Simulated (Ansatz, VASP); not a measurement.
# Rb2CuNCl6 in two plane-wave programs, part 2 of 2

Wanted: the spread between two codes on one cell, functional and k mesh. The cell is invented: As first built, before any earlier steps moved the atoms (in the runner's words): it takes the Cs2CuAsCl6 structure with some of its atoms replaced by other elements, volume scaled by an estimate. It may not be a known or stable phase. The cell is taken from a series of VASP runs on this material, whose earlier steps may have relaxed, scaled or displaced it; both programs get it as it stands.

VASP 6.6.1 and Ansatz 0.2.0.

So far: The structure; VASP: single point, PBE.

**3. Ansatz: single point, PBE**

Level of this step: Ansatz beside VASP: Kohn-Sham DFT, plane waves, PBE (Ansatz).

Ansatz runs on its default PAW (the set named soft_2) files.

The same cell, functional, mesh and smearing now go to Ansatz, which takes its cutoff from its data sets.

Input file input.yaml:

```yaml
crystal:
  lattice:
    - [0.0, 4.8164154268, 4.8164154268]
    - [4.8164154268, 0.0, 4.8164154268]
    - [4.8164154268, 4.8164154268, 0.0]
  atoms:
    - { symbol: Rb, position: [0.752153, 0.745463, 0.758856] }
    - { symbol: Rb, position: [0.247611, 0.245142, 0.25116] }
    - { symbol: Cu, position: [0.501854, 0.501957, 0.487929] }
    - { symbol: Cl, position: [0.751029, 0.240175, 0.257491] }
    - { symbol: Cl, position: [0.249998, 0.255402, 0.745175] }
    - { symbol: Cl, position: [0.248782, 0.752208, 0.752222] }
    - { symbol: Cl, position: [0.244587, 0.742618, 0.254861] }
    - { symbol: Cl, position: [0.75186, 0.249779, 0.753713] }
    - { symbol: Cl, position: [0.759984, 0.745702, 0.252822] }
    - { symbol: "N", position: [-0.006296, -0.002107, 0.003618] }
hamiltonian:
  xc: pbe
  pseudopotentials: { kind: paw }
kpoints:
  mp_grid: { grid: [5, 5, 5] }
scf:
  occupations: { method: fermi_dirac, width: 0.1 }
  n_extra_bands: 6
output:
  forces: true
  stress: true
  eigenvalues: true
```

The run is started by

```console
ansatz run input.yaml --threads 4 --pin off --max-ram 9216MiB --backend cpu --events-out ev --progress --plain --runs-dir out
```

Numbers of over 12 decimals in the logs are rounded to 6 here.

What it wrote:

```text
scf.n_extra_bands = 6 over 42 filled bands (N_el = 84.0): the run solves 48 bands
Engine: ansatz 0.2.0, aarch64-unknown-linux-gnu
Pseudopotentials: kind: paw
Pseudopotential: Rb, paw, valence charge 9, recommended cutoff 420 eV (normal), Rb.paw.azcp
Pseudopotential: Cu, paw, valence charge 19, recommended cutoff 420 eV (normal), Cu.paw.azcp
Pseudopotential: Cl, paw, valence charge 7, recommended cutoff 420 eV (normal), Cl.paw.azcp
Pseudopotential: N, paw, valence charge 5, recommended cutoff 420 eV (normal), N.paw.azcp
Functional definition: PBE
  parameter kappa = 0.804
  parameter beta = 0.066725
  exchange = pbe_x(kappa = kappa, mu = beta*pi^2/3)
  correlation = pbe_c(beta = beta)
Crystal: 10 atoms, lattice volume = 223.461 Å³
Basis set: ecut = 420 eV, 4381 PW (Γ), exchange–correlation on 96×96×96 points (8 copies of the dense FFT grid, shifted against one another)
Bands: 48, of which v1, the nominal top of the filled ones, is band 42 counted from 1 (41 counted from 0)
Symmetry: 1 space group operations
Space group: P1 (ITA 1), of the structure as read, at distance tolerance 6.1e-5 Å
k-points: 63 of 125 (time reversal used)
Non-local potential: Rb, projectors of the file, l = 0: 3, l = 1: 2, l = 2: 2
Non-local potential: Cu, projectors of the file, l = 0: 3, l = 1: 2, l = 2: 3, l = 3: 1
Non-local potential: Cl, projectors of the file, l = 0: 2, l = 1: 2, l = 2: 2
Non-local potential: N, projectors of the file, l = 0: 2, l = 1: 2, l = 2: 1
PAW form: soft (Blöchl's): semilocal exchange-correlation on the pseudo side does not see the compensation charge
PAW one-centre angular grid: Rb, 110 points (default); XC on 64 Gauss nodes
PAW one-centre angular grid: Cu, 590 points (default); XC on 64 Gauss nodes
PAW one-centre angular grid: Cl, 110 points (default); XC on 64 Gauss nodes
PAW one-centre angular grid: N, 110 points (default); XC on 64 Gauss nodes
Initial density: superposition of atomic densities (neutral atoms: chi_scale 0, normalization atom), corrected by the library's trained network
Initial wavefunctions: pseudopotential atomic-orbital guess
Functional: x = pbe(κ = 0.804, μ = 0.219515), c = pbe(β = 0.066725)
SCF iter   1: F=—  HF=-20025.727983 eV  |F-HF|=—  |Δ(HF+E_count)|=         —  Δρ=1.63e-3  dr2=5.32e-3  ethr=1.77e-3  ⟨swp⟩=10.4  Hψ=13272  notcnv=0
preconditioner: auto → Kerker (q_TF=auto, 2.318 Å⁻¹)  [metal: Δε(μ)=0.244 eV  Ē_g=9.609 eV  σ=0.100 eV  W_gap=0.47  n_scr=58 (ndim 8)  ℏωp=21.1 eV  f_vac=0.016  D(μ)=1.46/eV (n_scr^D=0)]
SCF iter   2: F=—  HF=-20025.727427 eV  |F-HF|=—  |Δ(HF+E_count)|=   5.56e-4  Δρ=1.42e-3  dr2=2.54e-3  ethr=6.34e-6  ⟨swp⟩=2.0  Hψ=5806  notcnv=0
SCF iter   3: F=—  HF=-20025.727397 eV  |F-HF|=—  |Δ(HF+E_count)|=   2.99e-5  Δρ=1.42e-3  dr2=6.18e-3  ethr=3.03e-6  ⟨swp⟩=2.0  Hψ=5668  notcnv=0
SCF iter   4: F=—  HF=-20025.727067 eV  |F-HF|=—  |Δ(HF+E_count)|=   3.30e-4  Δρ=4.21e-4  dr2=5.52e-4  ethr=3.03e-6  ⟨swp⟩=1.0  Hψ=3024  notcnv=0
SCF iter   5: F=—  HF=-20025.727052 eV  |F-HF|=—  |Δ(HF+E_count)|=   1.55e-5  Δρ=1.76e-4  dr2=9.72e-5  ethr=6.58e-7  ⟨swp⟩=2.4  Hψ=4620  notcnv=0
SCF iter   6: F=—  HF=-20025.726894 eV  |F-HF|=—  |Δ(HF+E_count)|=   1.58e-4  Δρ=1.13e-4  dr2=3.40e-5  ethr=1.16e-7  ⟨swp⟩=2.0  Hψ=4724  notcnv=0
SCF iter   7: F=—  HF=-20025.726893 eV  |F-HF|=—  |Δ(HF+E_count)|=   6.89e-7  Δρ=7.51e-5  dr2=1.70e-5  ethr=4.05e-8  ⟨swp⟩=2.5  Hψ=4653  notcnv=0
SCF iter   8: F=—  HF=-20025.726892 eV  |F-HF|=—  |Δ(HF+E_count)|=   6.50e-7  Δρ=3.29e-5  dr2=2.53e-6  ethr=2.02e-8  ⟨swp⟩=1.0  Hψ=3024  notcnv=0
SCF iter   9: F=—  HF=-20025.726892 eV  |F-HF|=—  |Δ(HF+E_count)|=   2.46e-7  Δρ=1.15e-5  dr2=5.26e-7  ethr=3.02e-9  ⟨swp⟩=2.1  Hψ=3926  notcnv=0
SCF iter  10: F=—  HF=-20025.726892 eV  |F-HF|=—  |Δ(HF+E_count)|=   2.69e-8  Δρ=6.56e-6  dr2=1.61e-7  ethr=6.27e-10  ⟨swp⟩=1.0  Hψ=3024  notcnv=0
SCF iter  11: F=-20025.726892 eV  HF=-20025.726892 eV  |F-HF|=5.84e-9  |Δ(HF+E_count)|=   1.25e-8  Δρ=1.54e-6  dr2=7.43e-9  ethr=1.19e-10  ⟨swp⟩=6.2  Hψ=11332  notcnv=0
SCF 1 converged in 11 iterations: F = -20025.726892 eV  dr2 = 7.43e-9
  greatest PAW one-centre occupation: 1.000 electrons in one spin orbital (limit 2), on the Cu atom at site 2 (counted from 0), in its partial waves of l = 0
SCF converged after 11 iterations
Free energy (F): -20025.726892 eV
Harris-Foulkes:  -20025.726892 eV  (|F-HF|=5.84e-9)
Internal energy: -20025.671829 eV  (E = F + TS)
E sigma→0 (E₀):  -20025.699361 eV
Entropy (-TS):   -0.055063 eV (-5.506 meV/atom)
Fermi energy:    4.298728 eV
--- Per-component energies (eV) ---
  E_band       = -783.749872
  E_kinetic    = 1764.104522
  E_local      = -9140.349190  (includes V_loc(G=0)·N_el)
  E_nonlocal   = 958.886934
  E_hartree    = 3675.449694
  E_xc         = -1048.652454
  E_vxc        = -1191.332796  (∫ρ·V_xc dr)
  E_paw        = -10980.440466  (= ΣΔE_a)
  E_vpaw       = -525.953655  (= ΣTr[D̂ρ^β])
  E_aug_tail   = 0.000879  (compensation charges beyond the density's cutoff)
  E_ewald      = -5254.671747
  E_smearing   = -0.055063  (= −TS)
  E_closure    = -0.000000  (closes the sum)
  Σ components = -20025.726892   (vs F -20025.726892, Δ=0.00e0)
--- Forces (eV/Å), atoms counted from 1 ---
  atom   1  Rb     0.01579887    -0.05128907    -0.02051450
  atom   2  Rb    -0.03022432     0.03197480     0.02734585
  atom   3  Cu     0.21305216     0.19754271    -0.12730676
  atom   4  Cl    -0.23164482    -0.05274267     0.06921015
  atom   5  Cl     0.00161837     0.09564348    -0.13594874
  atom   6  Cl     0.13360330     0.00222675     0.02727034
  atom   7  Cl    -0.00040804    -0.15600623     0.17297214
  atom   8  Cl    -0.00164101     0.22289768    -0.04799717
  atom   9  Cl     0.01401269    -0.14308173     0.18818919
  atom  10  N     -0.11415754    -0.14716030    -0.15322429
  max |Σ_I F_I| component: 9.68e-6 eV/Å
--- Stress (GPa, compression-positive) ---
        0.245691      -0.026103       0.006037
       -0.026103       0.272778       0.080349
        0.006037       0.080349       0.215005
  P = ⅓ Tr σ = 0.2445 GPa (2.445 kbar)
--- Band table (eV; the first three rows and the last of 63) ---
  k-point 0: bands = [... 38 lower, 3.6302, 3.6313, 4.3361, 4.3594, 4.8054, 4.8996, 4.9530, 9.8681, ... 2 higher]
  k-point 1: bands = [... 38 lower, 3.3622, 3.5413, 3.7976, 3.8037, 4.6199, 5.4445, 5.4894, 10.3096, ... 2 higher]
  k-point 2: bands = [... 38 lower, 3.2199, 3.3314, 3.4640, 3.4978, 4.0846, 5.9295, 5.9591, 11.0300, ... 2 higher]
  k-point 62: bands = [... 38 lower, 3.1346, 3.2538, 3.4500, 3.5151, 4.5367, 5.6360, 5.9704, 10.9853, ... 2 higher]
```

Run time: 16 s. Hardware: 4 threads of Arm Neoverse V2, shared host; peak memory 0.84 GiB.

In the SCF lines HF is the Harris–Foulkes energy and dr2 the Hartree energy of the density residual, in eV; the loop may stop once dr2 is under the threshold and the program's other checks hold. Hψ counts applications of the Hamiltonian.

The run ends at a pressure of 0.24 GPa, with forces up to 0.32 eV/Å.

**4. Side by side**

Known differences besides the potentials themselves: the data sets hold 84 valence electrons in Ansatz (default PAW (the set named soft_2) files) and 76 in VASP; the cutoff is 420 eV in Ansatz and 520 eV in VASP; VASP leaves aspherical gradient terms in its spheres out (LASPH is not set), Ansatz keeps them. Total energies have different zeros and are not compared.

Both answers:

| quantity | Ansatz | VASP | difference |
| --- | --- | --- | --- |
| pressure (GPa) | 0.24 | 0.24 | 0.00 |

Forces (eV/Å; atoms numbered as in POSCAR):

| atom | Ansatz x, y, z | VASP x, y, z |
| --- | --- | --- |
| Rb1 | 0.016, -0.051, -0.021 | 0.016, -0.052, -0.021 |
| Rb2 | -0.030, 0.032, 0.027 | -0.031, 0.032, 0.028 |
| Cu3 | 0.213, 0.198, -0.127 | 0.213, 0.196, -0.126 |
| Cl4 | -0.232, -0.053, 0.069 | -0.254, -0.052, 0.068 |
| Cl5 | 0.002, 0.096, -0.136 | 0.002, 0.096, -0.157 |
| Cl6 | 0.134, 0.002, 0.027 | 0.154, 0.003, 0.027 |
| Cl7 | 0.000, -0.156, 0.173 | 0.000, -0.179, 0.172 |
| Cl8 | -0.002, 0.223, -0.048 | -0.001, 0.243, -0.049 |
| Cl9 | 0.014, -0.143, 0.188 | 0.015, -0.142, 0.211 |
| N10 | -0.114, -0.147, -0.153 | -0.115, -0.147, -0.154 |

The forces differ by 9.8 meV/Å r.m.s., which is 7.7 % of the r.m.s. force of 0.13 eV/Å (both taken over all components). Ansatz's pressure holds a Pulay correction of 0.05 GPa; VASP's holds none.

**5. Summary of results**

```
r.m.s. force difference (single point, PBE) : 9.8 meV/Å
```

In words: The r.m.s. force difference is 9.8 meV/Å (single point, PBE), within the 12 meV/Å picked in this series as the mark of a large difference. Such differences can come from data sets, numerical settings and the points named under the comparisons, not from the functional's error against experiment.

[Lines on the potential files, build, host, timing and source positions are cut from VASP's logs without a mark.]

[Logs are printed without paths, hosts, clocks, repeated set-up lines and the standing remarks that a program may print on its own settings, such as how far it seeks lower states.]

[Hosts, paths, dates, database ids (printed as entryN), source tags and the programs' standing remarks are cut or masked in the printed files.]
